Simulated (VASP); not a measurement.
## Cd (relaxed from the simple-cubic structure, space group Pm-3m): computed properties

Computed with r2SCAN meta-GGA, VASP's PBE PAW potentials (set 64) (plane waves; VASP).

```
Property                                                              Result
----------------------------------  ----------------------------------------
space group                                                      Pm-3m (221)
cell                                a = b = c = 2.9259 Å, α = β = γ = 90.00°
volume per atom                                                25.05 Å³/atom
band gap (over mesh and band path)  none (metal, semimetal or under 0.01 eV)
band gap with spin-orbit coupling                            none (metallic)
density                                                           7.45 g/cm³
```

Space group Pm-3m (No. 221); a = 2.9259 Å, b = 2.9259 Å, c = 2.9259 Å, α = 90.00°, β = 90.00°, γ = 90.00°

```csv
atom,site,symmetry,x,y,z
Cd,1a,m-3m,0.0000,0.0000,0.0000
```

The structure was generated: Cd was put into the simple-cubic type (Pm-3m), which need not be its known phase. It was relaxed first. Symmetry was kept, so distortions that lower it aren't found.
